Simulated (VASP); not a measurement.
Level of theory: r2SCAN meta-GGA, VASP's PBE PAW potentials (set 64) (plane waves; VASP 6.6.1).

VASP input:

KPOINTS_OPT:
```
k-points along high-symmetry lines
6
Line-mode
Reciprocal
  0.000000   0.000000   0.000000 ! GAMMA
  0.000000   0.000000   0.500000 ! X

  0.000000   0.000000   0.500000 ! X
  0.250000   0.250000   0.250000 ! P

  0.250000   0.250000   0.250000 ! P
  0.000000   0.500000  -0.000000 ! N

  0.000000   0.500000  -0.000000 ! N
  0.000000   0.000000   0.000000 ! GAMMA

  0.000000   0.000000   0.000000 ! GAMMA
  0.500000   0.500000  -0.500000 ! M

  0.500000   0.500000  -0.500000 ! M
  0.291803   0.708197  -0.291803 ! S

 -0.291803   0.291803   0.291803 ! S_0
  0.000000   0.000000   0.000000 ! GAMMA

  0.000000   0.000000   0.500000 ! X
 -0.083607   0.083607   0.500000 ! R

  0.500000   0.500000  -0.083607 ! G
  0.500000   0.500000  -0.500000 ! M
```

File KPOINTS:
```
Regular mesh
0
G
15 15 15
0 0 0
```

INCAR:
```
SYSTEM = MoSi2
PREC = Accurate
ENCUT = 400
EDIFF = 1E-7
NELM = 100
ALGO = Normal
LREAL = .FALSE.
LASPH = .TRUE.
ISMEAR = -5
METAGGA = R2SCAN
LMIXTAU = .TRUE.
LMAXMIX = 4
LWAVE = .FALSE.
LCHARG = .FALSE.
LORBIT = 11
NEDOS = 601
ISIF = 2
LEFG = .TRUE.
```

File POSCAR:
```
MoSi2
1
   -1.6013771607     1.6013771607     3.9079223256
    1.6013771607    -1.6013771607     3.9079223256
    1.6013771607     1.6013771607    -3.9079223256
Si Mo
2 1
Direct
  0.6647109855   0.6647109855   0.0000000000
  0.3352890145   0.3352890145   1.0000000000
  0.0000000000   0.0000000000   0.0000000000
```

POTCAR, in this order: Si Mo_sv (PBE.64 set). Program: vasp_std.

Output of the run:

OSZICAR:
```
       N       E                     dE             d eps       ncg     rms          rms(c)
DAV:   1     0.760058719943E+02    0.76006E+02   -0.10302E+04  8720   0.118E+03
DAV:   2    -0.498793936018E+02   -0.12589E+03   -0.12479E+03 10810   0.311E+02
DAV:   3    -0.521630845957E+02   -0.22837E+01   -0.22749E+01 11287   0.391E+01
DAV:   4    -0.521734719835E+02   -0.10387E-01   -0.10393E-01 10208   0.305E+00
DAV:   5    -0.521735523502E+02   -0.80367E-04   -0.80407E-04 11447   0.243E-01    0.248E+01
DAV:   6    -0.451843046881E+02    0.69892E+01   -0.68032E+00 10019   0.258E+01    0.494E+00
DAV:   7    -0.447330669039E+02    0.45124E+00   -0.10585E+00  9579   0.886E+00    0.387E+00
DAV:   8    -0.449792221989E+02   -0.24616E+00   -0.42197E-01  9221   0.544E+00    0.153E+00
DAV:   9    -0.450148658582E+02   -0.35644E-01   -0.40901E-02 10474   0.174E+00    0.470E-01
DAV:  10    -0.450134498273E+02    0.14160E-02   -0.17970E-02  9592   0.130E+00    0.113E-01
DAV:  11    -0.450170035430E+02   -0.35537E-02   -0.37330E-03  9256   0.563E-01    0.728E-02
DAV:  12    -0.450166864079E+02    0.31714E-03   -0.29285E-04 11118   0.200E-01    0.215E-02
DAV:  13    -0.450171085692E+02   -0.42216E-03   -0.28360E-04  8780   0.187E-01    0.236E-02
DAV:  14    -0.450169809269E+02    0.12764E-03   -0.27470E-05  9676   0.608E-02    0.985E-03
DAV:  15    -0.450169962624E+02   -0.15336E-04   -0.67610E-06  9620   0.287E-02    0.249E-03
DAV:  16    -0.450169855230E+02    0.10739E-04   -0.15677E-06 10068   0.133E-02    0.183E-03
DAV:  17    -0.450169916705E+02   -0.61475E-05   -0.70821E-07  9662   0.866E-03    0.605E-04
DAV:  18    -0.450169892853E+02    0.23853E-05   -0.66301E-08  4824   0.257E-03    0.579E-04
DAV:  19    -0.450169921537E+02   -0.28685E-05   -0.23794E-08  4600   0.149E-03    0.127E-04
DAV:  20    -0.450169911627E+02    0.99107E-06   -0.25929E-09  4481   0.564E-04    0.339E-05
DAV:  21    -0.450169915312E+02   -0.36856E-06   -0.56314E-10  4495   0.240E-04    0.653E-05
DAV:  22    -0.450169913855E+02    0.14576E-06   -0.12874E-10  4453   0.107E-04    0.202E-05
DAV:  23    -0.450169914439E+02   -0.58372E-07   -0.50793E-11  4453   0.713E-05
   1 F= -.45016991E+02 E0= -.45016991E+02  d E =0.000000E+00
       N       E                     dE             ncg
```

File OUTCAR:
```
------------------------ aborting loop because EDIFF is reached ----------------------------------------
  FORCE on cell =-STRESS in cart. coord.  units (eV):
  Direction    XX          YY          ZZ          XY          YZ          ZX
  --------------------------------------------------------------------------------------
  Total       -0.0017990     -0.0017990      0.0262636      0.0000000     -0.0000000      0.0000000
  in kB       -0.0719036     -0.0719036      1.0497149      0.0000000     -0.0000000      0.0000000
  external PRESSURE =       0.3019693 kB  Pullay stress =       0.0000000 kB
  volume of cell :       40.09
      direct lattice vectors                 reciprocal lattice vectors
    -1.601377161  1.601377161  3.907922326     0.000000000  0.312231255  0.127945225
     1.601377161 -1.601377161  3.907922326     0.312231255  0.000000000  0.127945225
     1.601377161  1.601377161 -3.907922326     0.312231255  0.312231255  0.000000000
 POSITION                                       TOTAL-FORCE (eV/Angst)
 -----------------------------------------------------------------------------------
      0.00000      0.00000      5.19528        -0.000000     -0.000000     -0.010031
      0.00000      0.00000      2.62057         0.000000      0.000000      0.010031
      0.00000      0.00000      0.00000        -0.000000     -0.000000      0.000000
 -----------------------------------------------------------------------------------
    total drift:                                0.000000      0.000000     -0.000000
  FREE ENERGIE OF THE ION-ELECTRON SYSTEM (eV)
  ---------------------------------------------------
  free  energy   TOTEN  =       -45.0169914439 eV

  energy  without entropy=      -45.0169914439  energy(sigma->0) =      -45.01699144

 total charge

# of ion       s       p       d       tot
------------------------------------------
    1        0.730   0.892   0.000   1.622
    2        0.730   0.892   0.000   1.622
    3        2.282   6.217   4.164  12.664
--------------------------------------------------
tot          3.743   8.001   4.164  15.908

 Electric field gradients after diagonalization (V/A^2)
 (convention: |V_zz| > |V_xx| > |V_yy|)
----------------------------------------------------------------------
 ion       V_xx      V_yy      V_zz     asymmetry (V_yy - V_xx)/ V_zz
----------------------------------------------------------------------
   1       6.308     6.308   -12.616       0.000
   2       6.308     6.308   -12.616       0.000
   3      32.532    32.529   -65.061       0.000
```
(Selected blocks of OUTCAR.)

File OUTCAR:
```
 val. band max:       12.3036207382   @ k =  -0.3333  -0.4000   0.3333

 cond. band min:      12.2895571381   @ k =  -0.4000  -0.4667   0.4000


 Fermi energy:        12.2918460124

 k-point     1 :       0.0000    0.0000    0.0000
  band No.  band energies     occupation
      1     -50.3104      2.00000
      2     -23.7547      2.00000
      3     -23.6653      2.00000
      4     -23.6653      2.00000
      5      -1.8962      2.00000
      6       5.5215      2.00000
      7       8.8437      2.00000
      8       9.1854      2.00000
      9       9.4851      2.00000
     10       9.4851      2.00000
     11      12.6448     -0.21719
     12      15.7084      0.00000
     13      15.7620      0.00000
     14      15.9583      0.00000
     15      15.9583      0.00000

 k-point     2 :       0.0667    0.0000    0.0000
  band No.  band energies     occupation
      1     -50.3095      2.00000
      2     -23.7537      2.00000
      3     -23.6774      2.00000
      4     -23.6641      2.00000
      5      -1.8100      2.00000
      6       5.5293      2.00000
      7       8.4686      2.00000
      8       9.1890      2.00000
      9       9.5425      2.00000
     10       9.7091      2.00000
     11      12.3744      0.93485
     12      15.3705      0.00000
     13      15.5605      0.00000
     14      15.9207      0.00000
     15      16.2477      0.00000

 k-point     3 :       0.1333    0.0000    0.0000
  band No.  band energies     occupation
      1     -50.3069      2.00000
      2     -23.7510      2.00000
      3     -23.7120      2.00000
      4     -23.6606      2.00000
      5      -1.5544      2.00000
      6       5.5293      2.00000
      7       7.8311      2.00000
      8       9.1620      2.00000
      9       9.7085      2.00000
     10       9.9574      2.00000
     11      11.7962      2.04346
     12      14.6878      0.00000
     13      15.0265      0.00000
     14      16.4199      0.00000
     15      16.7109      0.00000
...
```

For a metal the tetrahedron method with Blöchl corrections gives inexact stress and forces.

The compound is MoSi2 in the MoSi2 type structure. It was relaxed first.
